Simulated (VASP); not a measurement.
# AgCl: structure and properties in VASP, part 2 of 4

Aim: relax AgCl, then compute properties on the relaxed cell. The start is a computed cell from the Materials Project.

VASP 6.6.1; LDA; plane waves and PAW (Ag, Cl).

So far, gap on the k-mesh (eV): step 2 (relaxing cell and atoms (LDA)) 0.750; step 3 (second relaxation) 0.750. The relaxed cell has a = 5.350 Å (conventional setting).

### 4. Density, ELF and potential (LDA)

The relaxed cell gets a fresh self-consistent run, on a basis set for its own volume, to fix the density and to check the remaining stress.

Contents of INCAR:

```
SYSTEM = AgCl
PREC = Accurate
ENCUT = 400
EDIFF = 1E-06
NELM = 100
ISMEAR = 0
SIGMA = 0.05
LREAL = .FALSE.
ALGO = Normal
GGA = CA
NBANDS = 15
LASPH = .TRUE.
LORBIT = 11
LWAVE = .FALSE.
LCHARG = .TRUE.
ISIF = 2
LELF = .TRUE.
LVHAR = .TRUE.
```

Contents of POSCAR:

```
AgCl
1.0
    0.0000000000      2.6748223195      2.6748223195
    2.6748223195      0.0000000000      2.6748223195
    2.6748223195      2.6748223195      0.0000000000
Ag Cl
1 1
Direct
    0.0000000000      0.0000000000      0.0000000000
    0.5000000000      0.5000000000      0.5000000000
```

Contents of KPOINTS:

```
Automatic mesh
0
Gamma
7 7 7
0 0 0
```

The projector-augmented-wave data sets are Ag and Cl (LDA family, release 64).

Launch:

```console
$ mpirun -np 2 vasp_std
```

What it wrote:

```text
[banner, memory and clock lines left out]
running    2 mpi-ranks, on    1 nodes
 distrk:  each k-point on    2 cores,    1 groups
 distr:  one band on    1 cores,    2 groups

 POSCAR found type information on POSCAR AgCl
 POSCAR found :  2 types and       2 ions
 LDA part: xc-table for (Slater(with rela. corr.)+CA(PZ))
 , standard interpolation
|                                                                             |
|           W    W    AA    RRRRR   N    N  II  N    N   GGGG   !!!           |
|           W    W   A  A   R    R  NN   N  II  NN   N  G    G  !!!           |
|           W    W  A    A  R    R  N N  N  II  N N  N  G       !!!           |
|           W WW W  AAAAAA  RRRRR   N  N N  II  N  N N  G  GGG   !            |
|           WW  WW  A    A  R   R   N   NN  II  N   NN  G    G                |
|           W    W  A    A  R    R  N    N  II  N    N   GGGG   !!!           |
|                                                                             |
|     The number of bands has been changed from the values supplied in        |
|     The orbitals not found in the WAVECAR file will be initialized with     |
|     random numbers, which is usually adequate. For correlated               |
|     calculations, however, you should redo the groundstate calculation.     |
|     I found NBANDS = 15. Now, NBANDS = 16.                                  |
|                                                                             |

 POSCAR, INCAR and KPOINTS ok, starting setup
 FFT: planning ... GRIDC
 FFT: planning ... GRID_SOFT
 FFT: planning ... GRID
 WAVECAR not read
 entering main loop
       N       E                     dE             d eps       ncg     rms          rms(c)
DAV:   1     0.828714135168E+02    0.82871E+02   -0.75642E+03   672   0.831E+02
DAV:   2    -0.437456064356E+01   -0.87246E+02   -0.81914E+02   800   0.204E+02
DAV:   3    -0.693097387605E+01   -0.25564E+01   -0.25524E+01   760   0.365E+01
DAV:   4    -0.694794457715E+01   -0.16971E-01   -0.16970E-01   840   0.320E+00
DAV:   5    -0.694816137684E+01   -0.21680E-03   -0.21680E-03   784   0.336E-01    0.858E+00
DAV:   6    -0.680164213979E+01    0.14652E+00   -0.23760E-01   800   0.674E+00    0.558E+00
DAV:   7    -0.679476920280E+01    0.68729E-02   -0.63801E-02   792   0.169E+00    0.216E+00
DAV:   8    -0.679249767708E+01    0.22715E-02   -0.31956E-03   752   0.524E-01    0.267E-01
DAV:   9    -0.679241224964E+01    0.85427E-04   -0.33647E-04   856   0.208E-01    0.313E-02
DAV:  10    -0.679241646765E+01   -0.42180E-05   -0.11027E-05   808   0.338E-02    0.119E-02
DAV:  11    -0.679241705132E+01   -0.58367E-06   -0.94071E-07   584   0.915E-03
   1 F= -.67924171E+01 E0= -.67924171E+01  d E =-.218980E-12
```

Elapsed: 13 s, on 2 MPI ranks of AMD EPYC 7R43, shared host; peak memory 0.19 GiB; 24 s of CPU time.

From OUTCAR (step 4):

```text
  LATTYP: Found a face centered cubic cell.
 ALAT       =     5.3496446390

The static configuration has the point symmetry O_h .

 Found     20 irreducible k-points:

   k-points           NKPTS =     20   k-points in BZ     NKDIM =     20   number of bands    NBANDS=     16

   NELECT =      18.0000    total number of electrons

 E-fermi :   5.1957

 k-point     1 :       0.0000    0.0000    0.0000
  band No.  band energies     occupation
    ...
      5       2.0789      2.00000
      6       2.0789      2.00000
      7       2.2863      2.00000
      8       2.2863      2.00000
      9       2.2863      2.00000
     10       5.7086      0.00000
     11      15.7623      0.00000
     12      15.7623      0.00000
     13      15.7623      0.00000
     14      16.9121      0.00000
    ...

 k-point     2 :       0.1429    0.0000    0.0000
  band No.  band energies     occupation
    ...
      5       2.1237      2.00000
      6       2.1237      2.00000
      7       2.4403      2.00000
      8       3.2747      2.00000
      9       3.2747      2.00000
     10       6.7102      0.00000
     11      14.0066      0.00000
     12      15.2797      0.00000
     13      15.2797      0.00000
     14      17.0863      0.00000
    ...

  Total        0.0053208      0.0053208      0.0053208      0.0000000     -0.0000000      0.0000000
  in kB        0.2227270      0.2227270      0.2227270      0.0000000     -0.0000000      0.0000000
  external PRESSURE =       0.2227270 kB  Pullay stress =       0.0000000 kB

  energy-cutoff  :      400.00
  volume of cell :       38.27
      direct lattice vectors                 reciprocal lattice vectors
     0.000000000  2.674822320  2.674822320    -0.186928304  0.186928304  0.186928304
     2.674822320  0.000000000  2.674822320     0.186928304 -0.186928304  0.186928304
     2.674822320  2.674822320  0.000000000     0.186928304  0.186928304 -0.186928304

 POSITION                                       TOTAL-FORCE (eV/Angst)
 -----------------------------------------------------------------------------------
      0.00000      0.00000      0.00000         0.000000     -0.000000      0.000000
      2.67482      2.67482      2.67482        -0.000000      0.000000     -0.000000
 -----------------------------------------------------------------------------------
    total drift:                                0.000000      0.000000      0.000000

  FREE ENERGIE OF THE ION-ELECTRON SYSTEM (eV)
  ---------------------------------------------------
  free  energy   TOTEN  =        -6.7924170513 eV

  energy  without entropy=       -6.7924170513  energy(sigma->0) =       -6.79241705

[... 5 parts as in an earlier step ...]

[... 6 further parts left out ...]
```

This step gave:

| Property | Result |
| --- | --- |
| SCF cycles | 11 |
| bands | 16 |
| free energy (TOTEN) | -6.792 eV |
| Fermi energy | 5.196 eV |
| pressure | 0.02227 GPa |

Valence electrons inside each PAW sphere by angular momentum. Sphere charges, by row:

```
atom  s (e)  p (e)  d (e)  tot (e)
 Ag1  0.242  0.188  9.352    9.783
 Cl2  1.601  3.449      0     5.05
```

Electrostatic potential energy in the ac plane of the conventional cell at fractional y = 0.000, with atoms of Ag and Cl within 0.2 Å of it. With pseudopotentials it is smooth inside the atoms' cores, unlike the true potential.

Values in eV, 15 rows by 15 columns, each cell a mean:
```
-63 -52 -24  -1   0 -16 -66 -87 -81 -38  -3   1 -10 -40 -60
-44 -31  -9   1   2  -3 -26 -48 -39 -11   1   2  -2 -21 -40
-12  -6   1   3   4   2  -1  -5  -3   1   3   3   2  -2 -10
  0   1   3   4   4   3   1   0   1   2   4   4   3   2   1
 -4  -1   2   4   3   1  -6 -12  -9  -2   2   4   3   1  -3
-46 -24  -2   2   1  -9 -31 -44 -39 -20  -2   2   1 -11 -38
-86 -63 -15   0  -1 -24 -52 -63 -59 -39  -9   1  -3 -39 -81
-89 -73 -19   0  -3 -28 -57 -67 -63 -44 -12   0  -5 -48 -87
-74 -46  -8   1   0 -18 -44 -57 -52 -31  -6   1  -1 -26 -66
-20  -8   0   3   2  -3 -18 -28 -24  -9   1   3   2  -3 -16
  0   1   3   4   4   2   0  -3  -1   1   3   4   4   2   0
 -2   0   2   4   4   3   1   0   0   2   4   4   3   1  -1
-27 -17  -3   2   3   0  -8 -19 -15  -2   2   3   1  -9 -24
-56 -43 -17   0   1  -8 -46 -73 -63 -24  -1   1  -6 -31 -52
-66 -56 -27  -2   0 -20 -74 -89 -86 -46  -4   0 -12 -44 -63
```
Columns run along a (5.3 Å; values clipped at the 3rd and 97th percentile), rows up along c (5.3 Å), edges of the conventional cell, whose origin can differ from the input's. Atoms in or near the plane, at fractional coordinates: Ag at (0.00, 0.00), Ag at (0.50, 0.50), Cl at (0.50, 0.00), Cl at (0.00, 0.50).

Valence density in the ac plane of the conventional cell at fractional y = 0.000, with atoms of Ag and Cl within 0.2 Å of it. It is the smooth field of the valence electrons, not physical close to the nuclei.

Ten even steps from '0' (0.1 e/Å³) to '9' (7.1 e/Å³), each cell a mean:
```
841001211100037
320000121100013
000000000000000
000000000000000
000000000000000
210000232100011
121001486200011
021001598300021
220001354200012
100000111000001
000000000000000
000000000000000
110000011000001
531000222100024
951001201200038
```
Columns run along a (5.3 Å), rows up along c (5.3 Å), edges of the conventional cell, whose origin can differ from the input's. Atoms in or near the plane, at fractional coordinates: Ag at (0.00, 0.00), Ag at (0.50, 0.50), Cl at (0.50, 0.00), Cl at (0.00, 0.50).

ELF in the ac plane of the conventional cell at fractional y = 0.000, with atoms of Ag and Cl within 0.2 Å of it. It is the smooth field of the valence electrons, not physical close to the nuclei.

Values, 15 rows by 15 columns, each cell a mean:
```
0.01 0.07 0.22 0.17 0.44 0.81 0.79 0.59 0.71 0.85 0.67 0.23 0.21 0.15 0.02
0.13 0.20 0.22 0.14 0.34 0.73 0.84 0.84 0.85 0.81 0.55 0.17 0.17 0.22 0.15
0.21 0.20 0.14 0.09 0.19 0.45 0.63 0.70 0.68 0.55 0.29 0.10 0.11 0.17 0.21
0.24 0.21 0.14 0.07 0.08 0.15 0.21 0.25 0.23 0.18 0.10 0.06 0.10 0.17 0.23
0.69 0.62 0.43 0.17 0.09 0.14 0.19 0.21 0.20 0.17 0.11 0.10 0.29 0.55 0.67
0.84 0.84 0.71 0.33 0.14 0.22 0.20 0.13 0.16 0.22 0.17 0.18 0.55 0.81 0.85
0.60 0.80 0.81 0.43 0.17 0.22 0.07 0.01 0.03 0.16 0.20 0.23 0.68 0.85 0.71
0.45 0.77 0.82 0.45 0.18 0.21 0.05 0.00 0.01 0.13 0.21 0.25 0.70 0.84 0.59
0.76 0.84 0.78 0.39 0.16 0.22 0.12 0.05 0.07 0.20 0.19 0.21 0.63 0.84 0.79
0.83 0.79 0.61 0.25 0.11 0.18 0.22 0.21 0.22 0.22 0.14 0.15 0.45 0.73 0.81
0.46 0.40 0.25 0.10 0.07 0.11 0.16 0.18 0.17 0.14 0.09 0.08 0.19 0.34 0.44
0.18 0.16 0.11 0.07 0.10 0.25 0.39 0.45 0.43 0.33 0.17 0.07 0.09 0.14 0.17
0.21 0.22 0.18 0.11 0.25 0.61 0.78 0.82 0.81 0.71 0.43 0.14 0.14 0.22 0.22
0.05 0.13 0.22 0.16 0.40 0.79 0.84 0.77 0.80 0.84 0.62 0.21 0.20 0.20 0.07
0.00 0.05 0.21 0.18 0.46 0.83 0.76 0.45 0.60 0.84 0.69 0.24 0.21 0.13 0.01
```
Columns run along a (5.3 Å), rows up along c (5.3 Å), edges of the conventional cell, whose origin can differ from the input's. Atoms in or near the plane, at fractional coordinates: Ag at (0.00, 0.00), Ag at (0.50, 0.50), Cl at (0.50, 0.00), Cl at (0.00, 0.50).

In this run the pressure is 0.02 GPa, small enough to go on.

### 5. Bands along the symmetry lines (LDA)

The mesh alone shows little of the dispersion and can miss band extrema, so KPOINTS_OPT adds a path through the symmetry points after the self-consistent cycle.

Contents of INCAR:

```
SYSTEM = AgCl
PREC = Accurate
ENCUT = 400
EDIFF = 1E-06
NELM = 100
ISMEAR = 0
SIGMA = 0.05
LREAL = .FALSE.
ALGO = Normal
GGA = CA
NBANDS = 21
LASPH = .TRUE.
LORBIT = 11
LWAVE = .FALSE.
LCHARG = .FALSE.
KPAR = 2
```

POSCAR is that of step 4.

KPOINTS is that of step 4.

Contents of KPOINTS_OPT:

```
Line mode
16
Line-mode
Reciprocal
  0.00000000   0.00000000   0.00000000 GAMMA
  0.50000000   0.00000000   0.50000000 X

  0.50000000   0.00000000   0.50000000 X
  0.50000000   0.25000000   0.75000000 W

  0.50000000   0.25000000   0.75000000 W
  0.37500000   0.37500000   0.75000000 K

  0.37500000   0.37500000   0.75000000 K
  0.00000000   0.00000000   0.00000000 GAMMA

  0.00000000   0.00000000   0.00000000 GAMMA
  0.50000000   0.50000000   0.50000000 L

  0.50000000   0.50000000   0.50000000 L
  0.62500000   0.25000000   0.62500000 U

  0.62500000   0.25000000   0.62500000 U
  0.50000000   0.25000000   0.75000000 W

  0.50000000   0.25000000   0.75000000 W
  0.50000000   0.50000000   0.50000000 L

  0.50000000   0.50000000   0.50000000 L
  0.37500000   0.37500000   0.75000000 K

  0.62500000   0.25000000   0.62500000 U
  0.50000000   0.00000000   0.50000000 X
```

Launch:

```console
$ mpirun -np 2 vasp_std
```

What it wrote:

```text
[... set-up lines as in an earlier step ...]
 entering main loop
       N       E                     dE             d eps       ncg     rms          rms(c)
DAV:   1     0.911564993038E+02    0.91156E+02   -0.71902E+03   864   0.631E+02
DAV:   2    -0.358937805110E+01   -0.94746E+02   -0.86272E+02   968   0.177E+02
DAV:   3    -0.692726172063E+01   -0.33379E+01   -0.33170E+01   988   0.335E+01
DAV:   4    -0.694792598815E+01   -0.20664E-01   -0.20661E-01   935   0.289E+00
DAV:   5    -0.694816120574E+01   -0.23522E-03   -0.23522E-03  1031   0.290E-01    0.858E+00
DAV:   6    -0.680225930933E+01    0.14590E+00   -0.11780E-01   997   0.514E+00    0.563E+00
DAV:   7    -0.679459822921E+01    0.76611E-02   -0.47784E-02   940   0.115E+00    0.214E+00
DAV:   8    -0.679250730518E+01    0.20909E-02   -0.24579E-03   970   0.388E-01    0.236E-01
DAV:   9    -0.679241334513E+01    0.93960E-04   -0.29707E-04   983   0.166E-01    0.348E-02
DAV:  10    -0.679241553038E+01   -0.21853E-05   -0.68038E-06   965   0.247E-02    0.188E-02
DAV:  11    -0.679241704594E+01   -0.15156E-05   -0.23168E-06  1010   0.966E-03    0.495E-03
DAV:  12    -0.679241700432E+01    0.41620E-07   -0.41343E-08   520   0.132E-03
   1 F= -.67924170E+01 E0= -.67924170E+01  d E =-.419430E-23
 Start KPOINTS_OPT (optional k-point list driver)
k-point batch [1-20\160]
       N       E                     dE             ncg
DAV:   1     0.215054946220E+04   -0.55318E+04      856
DAV:   2     0.275309843366E+03   -0.18752E+04      968
DAV:   3     0.209230161566E+03   -0.66080E+02      996
DAV:   4     0.208831258934E+03   -0.39890E+00      985
DAV:   5     0.208826758140E+03   -0.45008E-02     1029
DAV:   6     0.208826688255E+03   -0.69885E-04     1006
DAV:   7     0.208826687071E+03   -0.11835E-05      909
DAV:   8     0.208826686972E+03   -0.99601E-07      718
[...]
k-point batch [141-160\160]
       N       E                     dE             ncg
DAV:   1     0.210743575192E+04   -0.10530E+05      872
DAV:   2     0.254147707780E+03   -0.18533E+04      973
DAV:   3     0.188568320474E+03   -0.65579E+02     1027
DAV:   4     0.188160455233E+03   -0.40787E+00      960
DAV:   5     0.188155896087E+03   -0.45591E-02     1032
DAV:   6     0.188155823987E+03   -0.72100E-04     1003
DAV:   7     0.188155822762E+03   -0.12246E-05      996
DAV:   8     0.188155822674E+03   -0.88252E-07      663
```

Wall time 72 s (2 MPI ranks); peak memory 0.26 GiB; 2.4 min of CPU time.

Parts of OUTCAR (step 5):

```text
   k-points           NKPTS =     20   k-points in BZ     NKDIM =     20   number of bands    NBANDS=     21

   NELECT =      18.0000    total number of electrons

 E-fermi :   5.3021

 k-point     1 :       0.0000    0.0000    0.0000
  band No.  band energies     occupation
    ...
      5       2.0789      2.00000
      6       2.0789      2.00000
      7       2.2865      2.00000
      8       2.2865      2.00000
      9       2.2865      2.00000
     10       5.7087      0.00000
     11      15.7624      0.00000
     12      15.7624      0.00000
     13      15.7624      0.00000
     14      16.9121      0.00000
    ...

  Total        0.0029854      0.0029854      0.0029854     -0.0000000     -0.0000000      0.0000000
  in kB        0.1249684      0.1249684      0.1249684     -0.0000000     -0.0000000      0.0000000
  external PRESSURE =       0.1249684 kB  Pullay stress =       0.0000000 kB

 POSITION                                       TOTAL-FORCE (eV/Angst)
 -----------------------------------------------------------------------------------
      0.00000      0.00000      0.00000         0.000000      0.000000      0.000000
      2.67482      2.67482      2.67482        -0.000000     -0.000000     -0.000000
 -----------------------------------------------------------------------------------
    total drift:                                0.000000      0.000000      0.000000

  FREE ENERGIE OF THE ION-ELECTRON SYSTEM (eV)
  ---------------------------------------------------
  free  energy   TOTEN  =        -6.7924170043 eV

  energy  without entropy=       -6.7924170043  energy(sigma->0) =       -6.79241700

[... 8 parts as in an earlier step ...]

[... 8 further parts left out ...]
```

Spin-orbit coupling is off here; it would split degenerate levels.

This step gave:

```yaml
scf_cycles: 12
bands: 21
fermi_energy: 5.302 eV
pressure: 0.01250 GPa
least_gap_on_mesh_and_path: 0.6544 eV
least_direct_gap_on_mesh_and_path: 3.174 eV
valence_top_at_k: 0.5, 0.5, 0.5
least_direct_gap_at_k: 0.05, 0.05, 0.1
```

Electronic bands along the path, in eV, zero at the valence-band top; v1 is the highest filled band, c1 the lowest empty one:

| point | v4 | v3 | v2 | v1 | c1 | c2 | c3 | c4 |
| --- | --- | --- | --- | --- | --- | --- | --- | --- |
| Γ | -2.98 | -2.77 | -2.77 | -2.77 | 0.65 | 10.71 | 10.71 | 10.71 |
| 0.53 of the way | -2.84 | -2.12 | -2.12 | -1.64 | 3.50 | 7.06 | 8.36 | 10.11 |
| X | -2.73 | -2.37 | -2.37 | -2.20 | 1.93 | 7.71 | 8.76 | 11.80 |
| 0.47 of the way | -2.37 | -2.37 | -2.35 | -1.87 | 2.68 | 7.57 | 8.40 | 10.06 |
| W | -2.43 | -2.37 | -2.33 | -1.54 | 4.17 | 7.70 | 7.70 | 7.83 |
| 0.53 of the way | -2.44 | -2.27 | -2.10 | -1.43 | 3.70 | 7.16 | 7.95 | 8.94 |
| K | -2.45 | -2.23 | -2.00 | -1.32 | 3.34 | 7.05 | 8.06 | 9.84 |
| 0.47 of the way | -2.60 | -2.08 | -2.05 | -0.21 | 4.03 | 6.82 | 7.66 | 8.42 |
| Γ | -2.98 | -2.77 | -2.77 | -2.77 | 0.65 | 10.71 | 10.71 | 10.71 |
| 0.47 of the way | -2.81 | -2.49 | -1.11 | -1.11 | 2.68 | 7.76 | 9.18 | 9.18 |
| L | -2.53 | -2.14 | 0.00 | 0.00 | 3.66 | 6.97 | 7.23 | 7.23 |
| 0.47 of the way | -2.52 | -2.20 | -0.92 | -0.39 | 4.64 | 5.46 | 8.01 | 8.03 |
| U | -2.45 | -2.23 | -2.00 | -1.32 | 3.34 | 7.05 | 8.06 | 9.84 |
| 0.47 of the way | -2.44 | -2.27 | -2.10 | -1.43 | 3.70 | 7.16 | 7.95 | 8.94 |
| W | -2.43 | -2.37 | -2.33 | -1.54 | 4.17 | 7.70 | 7.70 | 7.83 |
| 0.53 of the way | -2.53 | -2.21 | -1.10 | -0.56 | 5.06 | 5.14 | 8.00 | 8.20 |
| L | -2.53 | -2.14 | 0.00 | 0.00 | 3.66 | 6.97 | 7.23 | 7.23 |
| 0.47 of the way | -2.52 | -2.20 | -0.92 | -0.39 | 4.64 | 5.46 | 8.01 | 8.03 |
| K | -2.45 | -2.23 | -2.00 | -1.32 | 3.34 | 7.05 | 8.06 | 9.84 |
| jump to U | -2.45 | -2.23 | -2.00 | -1.32 | 3.34 | 7.05 | 8.06 | 9.84 |
| 0.47 of the way | -2.39 | -2.33 | -2.14 | -2.09 | 2.40 | 7.55 | 8.51 | 11.05 |
| X | -2.73 | -2.37 | -2.37 | -2.20 | 1.93 | 7.71 | 8.76 | 11.80 |

Of the projections kept (Ag, Cl), the largest for each band there; the rest of the weight can lie on other orbitals:

```csv
point,v4,v3,v2,v1,c1,c2,c3,c4
Γ,Ag 1.00,Cl 0.97,Cl 0.97,Cl 0.97,Ag 0.65,Ag 1.00,Ag 1.00,Ag 1.00
X,Ag 1.00,Ag 1.00,Ag 1.00,Ag 0.96,Ag 0.95,Ag 1.00,Cl 0.71,Ag 0.64
W,Ag 0.88,Ag 1.00,Ag 0.97,Ag 0.85,Ag 0.69,Cl 0.54,Cl 0.54,Ag 0.88
K,Ag 1.00,Ag 0.94,Ag 0.91,Ag 0.71,Ag 0.82,Ag 0.61,Cl 0.66,Ag 0.76
Γ,Ag 1.00,Cl 0.97,Cl 0.97,Cl 0.97,Ag 0.65,Ag 1.00,Ag 1.00,Ag 1.00
L,Ag 1.00,Ag 0.92,Ag 0.58,Ag 0.58,Ag 0.71,Ag 0.52,Ag 1.00,Ag 1.00
```

The path lowers the gap by 0.10 eV against the mesh alone, so a band edge lies off the mesh.

[end of part 2 of 4]

[Lines on the potential files, build, host, timing and source positions are cut from VASP's logs without a mark.]

[Logs are printed without paths, hosts, clocks, repeated set-up lines and the standing remarks that a program may print on its own settings, such as how far it seeks lower states.]

[Hosts, paths, dates, database ids (printed as entryN), source tags and the programs' standing remarks are cut or masked in the printed files.]

[A measured line is paired with the nearest computed mode of its activity, which favours agreement.]
